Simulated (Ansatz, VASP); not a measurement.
## HfN in two plane-wave programs

Wanted: the spread between two codes on one cell, functional and k mesh. The cell is taken from a series of runs on this material, whose earlier steps may have relaxed, scaled, displaced or heated it; both programs get it as it stands.

Main program and level: Ansatz 0.2.0; plane waves, with VASP 6.6.1 beside it; zone-centre phonons at LDA.

## (1) Starting point

The structure is cubic, space group Fm-3m (No. 225). The conventional cell has a = 4.527 Å, b = 4.527 Å, c = 4.527 Å, α = 90.00°, β = 90.00°, γ = 90.00°. N has 6 Hf at 2.26 Å nearest. Nearest to Hf lie 6 N at 2.26 Å. Farther neighbours and most contacts between anions are not listed.

Coordinates:

```cif
data_structure
_symmetry_space_group_name_H-M 'Fm-3m'
_symmetry_Int_Tables_number 225
_cell_length_a 4.5269
_cell_length_b 4.5269
_cell_length_c 4.5269
_cell_angle_alpha 90.000
_cell_angle_beta 90.000
_cell_angle_gamma 90.000
_cell_volume 92.77
loop_
_atom_site_label
_atom_site_type_symbol
_atom_site_symmetry_multiplicity
_atom_site_Wyckoff_symbol
_atom_site_fract_x
_atom_site_fract_y
_atom_site_fract_z
_atom_site_occupancy
N1 N 4 b 0.50000 0.00000 0.00000 1
Hf1 Hf 4 a 0.00000 0.00000 0.00000 1
```

## (2) Ansatz: zone-centre phonons, LDA, pair 1

Ansatz runs on its PAW soft_1 files.

Second derivatives magnify differences that forces hide, and they need a tight electronic threshold.

Contents of input.yaml:

```yaml
crystal:
  lattice:
    - [0.0, 2.2634682802, 2.2634682802]
    - [2.2634682802, 0.0, 2.2634682802]
    - [2.2634682802, 2.2634682802, 0.0]
  atoms:
    - { symbol: "N", position: [0.5, 0.5, 0.5] }
    - { symbol: Hf, position: [0.0, 0.0, 0.0] }
kpoints:
  mp_grid: { grid: [16, 16, 16] }
hamiltonian:
  xc: lda
  pseudopotentials: { kind: paw, azcp: { folder: soft_1 }, xc_functional: pbe }
scf:
  occupations: { method: methfessel_paxton, width: 0.2 }
output:
  eigenvalues: true
phonons:
  method: dfpt
```

The run is started by

```sh
> ansatz run input.yaml --threads 4 --pin off --max-ram 10240MiB --backend cpu --events-out ev --progress --plain --runs-dir out
```

Numbers of over 12 decimals in the logs are rounded to 6 here.

The log of the run:

```text
Engine: ansatz 0.2.0, x86_64-unknown-linux-gnu
Pseudopotentials: kind: paw
Pseudopotential: N, paw, valence charge 5, recommended cutoff 420 eV (normal), soft_1/N.paw.azcp
Pseudopotential: Hf, paw, valence charge 26, recommended cutoff 420 eV (normal), soft_1/Hf.paw.azcp
Functional definition: SPW92
  exchange = slater_x
  correlation = pw_c
Crystal: 2 atoms, lattice volume = 23.193 Å³
Basis set: ecut = 420 eV, 459 PW (Γ), exchange–correlation on 48×48×48 points (8 copies of the dense FFT grid, shifted against one another)
Bands: 20, of which v1, the nominal top of the filled ones, is band 16 counted from 1 (15 counted from 0)
Symmetry: 48 space group operations
k-points: 349 of 4096 (irreducible under 8 space group operations, time reversal used)
Non-local potential: N, projectors of the file, l = 0: 2, l = 1: 2, l = 2: 1
Non-local potential: Hf, projectors of the file, l = 0: 3, l = 1: 2, l = 2: 2, l = 3: 3
PAW form: soft (Blöchl's): semilocal exchange-correlation on the pseudo side does not see the compensation charge
PAW frozen core: N, regenerated for the run's functional, and the local potential with it (the file was generated under x = pbe(κ = 0.804, μ = 0.219515), c = pbe(β = 0.066725))
PAW frozen core: Hf, regenerated for the run's functional, and the local potential with it (the file was generated under x = pbe(κ = 0.804, μ = 0.219515), c = pbe(β = 0.066725))
PAW one-centre angular grid: N, 110 points (default); XC on 64 Gauss nodes
PAW one-centre angular grid: Hf, 590 points (default); XC on 64 Gauss nodes
Initial density: superposition of atomic densities (chi_scale 0.1, normalization cell, long waves kept (reshape's long-wave potential 0.00 eV rms))
Initial wavefunctions: pseudopotential atomic-orbital guess
Functional: x = slater, c = lda
SCF iter   1: F=—  HF=-15855.295613 eV  |F-HF|=—  |Δ(HF+E_count)|=         —  Δρ=4.47e-2  dr2=2.52e-1  ethr=3.10e-3  ⟨swp⟩=4.8  Hψ=29609  notcnv=0
preconditioner: auto → Kerker (q_TF=auto, 2.863 Å⁻¹)  [metal: Δε(μ)=0.029 eV  Ē_g=19.053 eV  σ=0.200 eV  W_gap=0.12  n_scr=14 (ndim 8)  ℏωp=41.5 eV  f_vac=0.000  D(μ)=0.57/eV (n_scr^D=0)]
SCF iter   2: F=—  HF=-15855.261942 eV  |F-HF|=—  |Δ(HF+E_count)|=   3.37e-2  S|Δr|=    0.00e0  Δρ=2.72e-2  dr2=7.48e-2  ethr=8.14e-4  ⟨swp⟩=1.3  Hψ=9895  notcnv=0  defer=1
SCF iter   3: F=—  HF=-15855.248787 eV  |F-HF|=—  |Δ(HF+E_count)|=   1.32e-2  S|Δr|=    0.00e0  Δρ=6.21e-3  dr2=8.29e-3  ethr=2.41e-4  ⟨swp⟩=1.0  Hψ=6906  notcnv=0  defer=1
SCF iter   4: F=—  HF=-15855.246851 eV  |F-HF|=—  |Δ(HF+E_count)|=   1.94e-3  S|Δr|=    0.00e0  Δρ=2.05e-3  dr2=8.02e-4  ethr=2.67e-5  ⟨swp⟩=2.0  Hψ=11616  notcnv=0  defer=1
SCF iter   5: F=—  HF=-15855.246398 eV  |F-HF|=—  |Δ(HF+E_count)|=   4.52e-4  S|Δr|=    0.00e0  Δρ=1.11e-3  dr2=1.49e-4  ethr=2.59e-6  ⟨swp⟩=2.7  Hψ=14797  notcnv=0  defer=1
SCF iter   6: F=—  HF=-15855.246394 eV  |F-HF|=—  |Δ(HF+E_count)|=   3.96e-6  S|Δr|=    0.00e0  Δρ=3.14e-4  dr2=1.45e-5  ethr=4.82e-7  ⟨swp⟩=2.9  Hψ=12295  notcnv=0  defer=1
SCF iter   7: F=—  HF=-15855.246385 eV  |F-HF|=—  |Δ(HF+E_count)|=   8.81e-6  S|Δr|=    0.00e0  Δρ=5.72e-5  dr2=5.14e-7  ethr=4.69e-8  ⟨swp⟩=3.1  Hψ=14469  notcnv=0  defer=1
SCF iter   8: F=—  HF=-15855.246387 eV  |F-HF|=—  |Δ(HF+E_count)|=   1.77e-6  S|Δr|=    0.00e0  Δρ=1.23e-5  dr2=3.71e-8  ethr=1.66e-9  ⟨swp⟩=2.3  Hψ=10485  notcnv=0  defer=1
SCF iter   9: F=—  HF=-15855.246387 eV  |F-HF|=—  |Δ(HF+E_count)|=  8.95e-10  S|Δr|=    0.00e0  Δρ=2.89e-6  dr2=1.63e-9  ethr=1.20e-10  ⟨swp⟩=2.2  Hψ=12411  notcnv=0  defer=1
SCF iter  10: F=—  HF=-15855.246387 eV  |F-HF|=—  |Δ(HF+E_count)|=  7.82e-11  S|Δr|=    0.00e0  Δρ=3.19e-7  dr2=2.06e-11  ethr=5.26e-12  ⟨swp⟩=2.3  Hψ=12828  notcnv=0  defer=1
SCF iter  11: F=-15855.246387 eV  HF=-15855.246387 eV  |F-HF|=0.00e0  |Δ(HF+E_count)|=  5.46e-12  S|Δr|=    0.00e0  Δρ=5.11e-8  dr2=4.28e-13  ethr=1.00e-12  ⟨swp⟩=8.0  Hψ=39597  notcnv=0
the search or the solves at the SCF's close seem to have found levels that the self-consistency loop had missed (the run counts 1). By its estimate they hold under 1e-12 electrons; where the run keeps them, the occupations were computed again with them
SCF 1 converged in 11 iterations: F = -15855.246387 eV  dr2 = 4.28e-13
  greatest PAW one-centre occupation: 0.998 electrons in one spin orbital (limit 2), on the Hf atom at site 1 (counted from 0), in its partial waves of l = 3
DFPT response loops at Γ: preconditioner auto → Kerker (q_TF=auto, 2.863 Å⁻¹) (partly filled bands, converged f_vac=0.000); β = 1.00, the filter's whole step (`scf.mixing.beta` (0.50) is not read by the response loops under this deck's `scf.mixing.preconditioner`; to damp them name `kerker` or `kerker_dos`, under which they read `scf.mixing.beta`, and type it under 1.00, their step now; both keys bind the ground state too); Broyden in place of MSR1
SCF converged after 11 iterations
Stability not checked: this state was not tested for a lower state beside it, because cold or Methfessel-Paxton smearing, or corrected tetrahedra, fill the levels in a way that the test cannot read (fill_not_monotonic; see scf.lower_state_search)
Free energy (F): -15855.246387 eV
Harris-Foulkes:  -15855.246387 eV  (|F-HF|=0.00e0)
Internal energy: -15855.246323 eV  (E = F + TS)
E sigma→0 (E₀):  -15855.246371 eV
Entropy (-TS):   -0.000064 eV (-0.032 meV/atom)
Fermi energy:    21.647432 eV
--- Per-component energies (eV) ---
  E_band       = 113.780183
  E_kinetic    = 538.471265
  E_local      = -5978.114758  (includes V_loc(G=0)·N_el)
  E_nonlocal   = 110.932746
  E_hartree    = 2931.978502
  E_xc         = -324.409731
  E_vxc        = -331.589227  (∫ρ·V_xc dr)
  E_paw        = -7574.365184  (= ΣΔE_a)
  E_vpaw       = -89.877677  (= ΣTr[D̂ρ^β])
  E_aug_tail   = 0.000876  (compensation charges beyond the density's cutoff)
  E_ewald      = -5562.277171
  E_core_change = 2.537132  (= ΣΔE_core)
  E_smearing   = -0.000064  (= −TS)
  E_closure    = -0.000000  (closes the sum)
  Σ components = -15855.246387   (vs F -15855.246387, Δ=0.00e0)
--- Band table (eV; the first three rows and the last of 349) ---
  k-point 0: bands = [... 12 lower, 18.7785, 18.7785, 18.7785, 21.2378, 21.2378, 21.2378, 23.4959, 23.5185]
  k-point 1: bands = [... 12 lower, 18.3662, 18.5303, 18.5303, 21.3668, 21.3754, 21.3754, 23.7814, 23.8286]
  k-point 2: bands = [... 12 lower, 17.4506, 17.9610, 17.9610, 21.5865, 21.7324, 21.7324, 24.5067, 24.6281]
  k-point 348: bands = [... 12 lower, 15.5637, 16.2312, 16.2312, 22.7633, 22.7633, 27.0777, 27.1270, 27.6627]
--- Phonons (Γ-DFPT): 2 representative perturbations + reference, on 349 of 4096 k-points (Σ response iterations 7) ---
  k mesh reduced under 8 symmetry operations, with k and −k counted as one. Each operation leaves every solved perturbation unchanged. A smaller set is not used because it would not reduce the number of displacements times k-points to solve
  ASR residual: 1.933e-5 → 0.000e0 eV/Å²; symmetrization residual: 1.091e-6 eV/Å²
  ASR residual per site (eV/Å²): 1.04e-5 1.93e-5
  Γ frequencies (cm⁻¹): 0.00 0.00 0.00 476.59 476.59 476.59
  non-analytic LO–TO correction: not included (Born effective charges unavailable; polar crystals: no LO–TO splitting at Γ)
```

Reading the cycles: dr2 is the Hartree energy of the density residual (eV), the measure of convergence; HF is the Harris–Foulkes estimate of the energy, which meets the free energy F at convergence.

## (3) VASP: zone-centre phonons, LDA, pair 1

The same cell, functional (in two slightly different forms), mesh and smearing now go to VASP, with its own data sets.

Lines of VASP's logs that name or quote its potential files are left out, and so is its time.

Contents of INCAR:

```
SYSTEM = HfN
PREC = Accurate
ENCUT = 600
EDIFF = 1E-08
NELM = 120
ISMEAR = 1
SIGMA = 0.2
LREAL = .FALSE.
ALGO = Normal
GGA = CA
NBANDS = 13
LASPH = .TRUE.
LORBIT = 11
LWAVE = .FALSE.
LCHARG = .FALSE.
ISIF = 2
IBRION = 8
GGA_COMPAT = .FALSE.
KPAR = 2
```

Contents of POSCAR:

```
HfN
1.0
    0.0000000000      2.2634682802      2.2634682802
    2.2634682802      0.0000000000      2.2634682802
    2.2634682802      2.2634682802      0.0000000000
N Hf
1 1
Direct
    0.5000000000      0.5000000000      0.5000000000
    0.0000000000      0.0000000000      0.0000000000
```

Contents of KPOINTS:

```
Automatic mesh
0
Gamma
16 16 16
0 0 0
```

PAW data sets: N and Hf_pv (LDA family, release 64).

The run is started by

```sh
> mpirun -np 2 vasp_std
```

The log of the run:

```text
[banner, memory and clock lines left out]
running    2 mpi-ranks, on    1 nodes
 distrk:  each k-point on    1 cores,    2 groups
 distr:  one band on    1 cores,    1 groups

 POSCAR found type information on POSCAR N Hf
 POSCAR found :  2 types and       2 ions
 LDA part: xc-table for (Slater(with rela. corr.)+CA(PZ))
 , standard interpolation
 POSCAR, INCAR and KPOINTS ok, starting setup
 FFT: planning ... GRIDC
 FFT: planning ... GRID_SOFT
 FFT: planning ... GRID
 WAVECAR not read
 entering main loop
       N       E                     dE             d eps       ncg     rms          rms(c)
DAV:   1     0.392134354849E+02    0.39213E+02   -0.85580E+03  3794   0.121E+03
DAV:   2    -0.246731520519E+02   -0.63887E+02   -0.59636E+02  5031   0.247E+02
DAV:   3    -0.268063679343E+02   -0.21332E+01   -0.21180E+01  4556   0.358E+01
DAV:   4    -0.268162219688E+02   -0.98540E-02   -0.98530E-02  4138   0.286E+00
DAV:   5    -0.268162975985E+02   -0.75630E-04   -0.75629E-04  4532   0.212E-01    0.496E+01
DAV:   6    -0.239921552791E+02    0.28241E+01   -0.97313E+00  4105   0.236E+01    0.426E+01
DAV:   7    -0.238726407441E+02    0.11951E+00   -0.50193E-01  4251   0.575E+00    0.269E+01
DAV:   8    -0.238405597908E+02    0.32081E-01   -0.13583E-01  4375   0.317E+00    0.568E+00
DAV:   9    -0.238339394278E+02    0.66204E-02   -0.23157E-02  4270   0.118E+00    0.191E+00
DAV:  10    -0.238336611929E+02    0.27823E-03   -0.15516E-03  4458   0.358E-01    0.279E-01
DAV:  11    -0.238336274914E+02    0.33702E-04   -0.11177E-04  4318   0.102E-01    0.185E-02
DAV:  12    -0.238336278106E+02   -0.31918E-06   -0.69712E-06  4683   0.241E-02    0.282E-03
DAV:  13    -0.238336277842E+02    0.26408E-07   -0.86265E-08  4356   0.288E-03    0.504E-03
DAV:  14    -0.238336277815E+02    0.26537E-08   -0.12342E-08  2814   0.989E-04
   1 F= -.23833628E+02 E0= -.23833631E+02  d E =0.109093E-04
 Linear response reoptimize wavefunctions to high precision
DAV:   1    -0.238336277813E+02    0.19872E-09   -0.74714E-10  3100   0.268E-04
DAV:   2    -0.238336277814E+02   -0.29786E-10   -0.11176E-10  1970   0.923E-05
 Linear response DOF=           2
 Linear response progress:
  Degree of freedom:   1/  2
       N       E                     dE             d eps       ncg     rms          rms(c)
RMM:   1    -0.228684285042E+00   -0.22868E+00    0.16557E-01 19374   0.294E+00
RMM:   2    -0.227102404908E+00    0.15819E-02   -0.37976E-03 14280   0.449E-01    0.595E-01
RMM:   3    -0.227962848376E+00   -0.86044E-03   -0.53650E-04 12778   0.143E-01    0.326E-01
RMM:   4    -0.229364306962E+00   -0.14015E-02   -0.42906E-04 12807   0.127E-01    0.452E-02
RMM:   5    -0.229329039806E+00    0.35267E-04   -0.12154E-05 15289   0.258E-02    0.176E-02
RMM:   6    -0.229299411496E+00    0.29628E-04   -0.54567E-07 15264   0.519E-03    0.120E-02
RMM:   7    -0.229290762146E+00    0.86494E-05   -0.67874E-08 15507   0.184E-03    0.551E-03
RMM:   8    -0.229292456435E+00   -0.16943E-05    0.19703E-09 16412   0.400E-04    0.863E-04
RMM:   9    -0.229293316279E+00   -0.85984E-06    0.15040E-08 16217   0.977E-05    0.144E-04
RMM:  10    -0.229293308918E+00    0.73614E-08    0.21551E-08 17241   0.206E-05    0.641E-05
 first order change of Fermi-energy   0.31855E-04
 force on displaced ion       1 direction 1 : -10.969   0.000   0.000
 Linear response progress:
  Degree of freedom:   2/  2
       N       E                     dE             d eps       ncg     rms          rms(c)
RMM:   1    -0.207722399732E+00   -0.20772E+00    0.34415E+00 10514   0.113E+01
RMM:   2    -0.204795428938E+00    0.29270E-02   -0.26576E-02 13855   0.119E+00    0.597E-01
RMM:   3    -0.204297512348E+00    0.49792E-03   -0.68269E-04 16671   0.132E-01    0.312E-01
RMM:   4    -0.203842222928E+00    0.45529E-03   -0.71045E-05 18266   0.530E-02    0.146E-01
RMM:   5    -0.203567000300E+00    0.27522E-03   -0.14511E-05 19063   0.247E-02    0.148E-02
RMM:   6    -0.203581205012E+00   -0.14205E-04   -0.53585E-06 17995   0.988E-03    0.107E-02
RMM:   7    -0.203581899688E+00   -0.69468E-06    0.70006E-06 19619   0.215E-03    0.855E-03
RMM:   8    -0.203581605247E+00    0.29444E-06   -0.17675E-06 19894   0.674E-04    0.159E-03
RMM:   9    -0.203581428162E+00    0.17709E-06   -0.27877E-06 20674   0.239E-04    0.286E-04
RMM:  10    -0.203581491623E+00   -0.63462E-07   -0.17562E-06 20510   0.865E-05    0.774E-05
RMM:  11    -0.203581513854E+00   -0.22231E-07   -0.87664E-07 19847   0.393E-05    0.389E-06
RMM:  12    -0.203581509143E+00    0.47107E-08   -0.47329E-07 19278   0.198E-05    0.121E-05
RMM:  13    -0.203581507074E+00    0.20692E-08   -0.24946E-07 14852   0.103E-05    0.134E-05
RMM:  14    -0.203581507247E+00   -0.17299E-09   -0.13323E-07 12732   0.599E-06    0.926E-06
RMM:  15    -0.203581507765E+00   -0.51745E-09   -0.74109E-08 12280   0.388E-06    0.140E-06
 first order change of Fermi-energy   0.16488E-03
 force on displaced ion       2 direction 1 : -10.968   0.000   0.000
 Linear response finished
```

From OUTCAR (step 3):

```text
ion  position               nearest neighbor table
   1  0.500  0.500  0.500-   2 2.26   2 2.26   2 2.26   2 2.26   2 2.26   2 2.26
   2  0.000  0.000  0.000-   1 2.26   1 2.26   1 2.26   1 2.26   1 2.26   1 2.26

  LATTYP: Found a face centered cubic cell.
 ALAT       =     4.5269365604

 Subroutine GETGRP returns: Found 48 space group operations
 (whereof 48 operations were pure point group operations)

The static configuration has the point symmetry O_h .

 Found    145 irreducible k-points:

   k-points           NKPTS =    145   k-points in BZ     NKDIM =    145   number of bands    NBANDS=     13

   dimension x,y,z NGX =    28 NGY =   28 NGZ =   28
   dimension x,y,z NGXF=    56 NGYF=   56 NGZF=   56

   ENCUT  =  600.0 eV  44.10 Ry    6.64 a.u.   6.39  6.39  6.39*2*pi/ulx,y,z

   NELECT =      15.0000    total number of electrons

 k-points in reciprocal lattice and weights: Automatic mesh
   0.00000000  0.00000000  0.00000000       0.000
   0.06250000  0.00000000  0.00000000       0.002
   0.12500000  0.00000000  0.00000000       0.002
   0.18750000  0.00000000  0.00000000       0.002
   0.25000000  0.00000000  0.00000000       0.002
   0.31250000  0.00000000  0.00000000       0.002
   0.37500000  0.00000000  0.00000000       0.002
   0.43750000  0.00000000  0.00000000       0.002
   0.50000000  0.00000000  0.00000000       0.001
[...]
-0.31250000  0.50000000  0.18750000       0.003
  -0.25000000  0.50000000  0.25000000       0.001

 average (electrostatic) potential at core
       1 -61.3738       2 -35.0778

  Total       -1.7700411     -1.7700411     -1.7700411      0.0000000      0.0000000     -0.0000000
  in kB     -122.2758524   -122.2758524   -122.2758524      0.0000000      0.0000000     -0.0000000
  external PRESSURE =    -122.2758524 kB  Pullay stress =       0.0000000 kB

  energy-cutoff  :      600.00
  volume of cell :       23.19
      direct lattice vectors                 reciprocal lattice vectors
     0.000000000  2.263468280  2.263468280    -0.220899937  0.220899937  0.220899937
     2.263468280  0.000000000  2.263468280     0.220899937 -0.220899937  0.220899937
     2.263468280  2.263468280  0.000000000     0.220899937  0.220899937 -0.220899937

 POSITION                                       TOTAL-FORCE (eV/Angst)
 -----------------------------------------------------------------------------------
      2.26347      2.26347      2.26347        -0.000000     -0.000000     -0.000000
      0.00000      0.00000      0.00000         0.000000      0.000000      0.000000
 -----------------------------------------------------------------------------------
    total drift:                                0.000000      0.000000      0.000000

 Eigenvectors and eigenvalues of the dynamical matrix
 ----------------------------------------------------

   1 f  =   14.369678 THz    90.287353 2PiTHz  479.320880 cm-1    59.428188 meV
             X         Y         Z           dx          dy          dz
      2.263468  2.263468  2.263468     0.962948    0.000000    0.000000
      0.000000  0.000000  0.000000    -0.269686    0.000000    0.000000

   2 f  =   14.369678 THz    90.287353 2PiTHz  479.320880 cm-1    59.428188 meV
             X         Y         Z           dx          dy          dz
      2.263468  2.263468  2.263468    -0.000000    0.962948    0.000000
      0.000000  0.000000  0.000000    -0.000000   -0.269686    0.000000

   3 f  =   14.369678 THz    90.287353 2PiTHz  479.320880 cm-1    59.428188 meV
             X         Y         Z           dx          dy          dz
      2.263468  2.263468  2.263468     0.000000    0.000000   -0.962948
      0.000000  0.000000  0.000000    -0.000000    0.000000    0.269686

   4 f/i=    0.000143 THz     0.000897 2PiTHz    0.004763 cm-1     0.000591 meV
             X         Y         Z           dx          dy          dz
      2.263468  2.263468  2.263468    -0.269614    0.002582   -0.005708
      0.000000  0.000000  0.000000    -0.962688    0.009220   -0.020382

   5 f/i=    0.000143 THz     0.000897 2PiTHz    0.004763 cm-1     0.000591 meV
             X         Y         Z           dx          dy          dz
      2.263468  2.263468  2.263468     0.005741    0.003446   -0.269603
      0.000000  0.000000  0.000000     0.020499    0.012303   -0.962651

   6 f/i=    0.000143 THz     0.000897 2PiTHz    0.004763 cm-1     0.000591 meV
             X         Y         Z           dx          dy          dz
      2.263468  2.263468  2.263468    -0.002508   -0.269652   -0.003500
      0.000000  0.000000  0.000000    -0.008956   -0.962825   -0.012496

 ELASTIC MODULI CONTR FROM IONIC RELAXATION (kBar)
 Direction    XX          YY          ZZ          XY          YZ          ZX
 --------------------------------------------------------------------------------
 XX           0.0000      0.0000      0.0000      0.0000      0.0000      0.0000
 YY           0.0000      0.0000      0.0000      0.0000      0.0000      0.0000
 ZZ           0.0000      0.0000      0.0000      0.0000      0.0000      0.0000
 XY           0.0000      0.0000      0.0000      0.0000      0.0000      0.0000
 YZ           0.0000      0.0000      0.0000      0.0000      0.0000      0.0000
 ZX           0.0000      0.0000      0.0000      0.0000      0.0000      0.0000
 --------------------------------------------------------------------------------
```

## (4) Comparison

Known differences besides the potentials themselves: the two LDA forms differ slightly; the data sets hold 31 valence electrons in Ansatz (on its PAW soft_1 files) and 15 in VASP; the cutoff is 420 eV in Ansatz and 600 eV in VASP; VASP's log shows a relativistic correction to its local exchange, Ansatz's none. Total energies have different zeros and are not compared.

Both answers:

| quantity | Ansatz | VASP | difference |
| --- | --- | --- | --- |
| optical mode 1 to 3 (cm⁻¹) | 476.6 | 479.3 | -0.57 % |

Modes are paired by rising frequency, not by their patterns, so a pair may set unlike modes beside each other; they are those without the splitting of longitudinal modes.

[end of part 1 of 2]

[Lines on the potential files, build, host, timing and source positions are cut from VASP's logs without a mark.]

[Logs are printed without paths, hosts, clocks, repeated set-up lines and the standing remarks that a program may print on its own settings, such as how far it seeks lower states.]

[Hosts, paths, dates, database ids (printed as entryN), source tags and the programs' standing remarks are cut or masked in the printed files.]
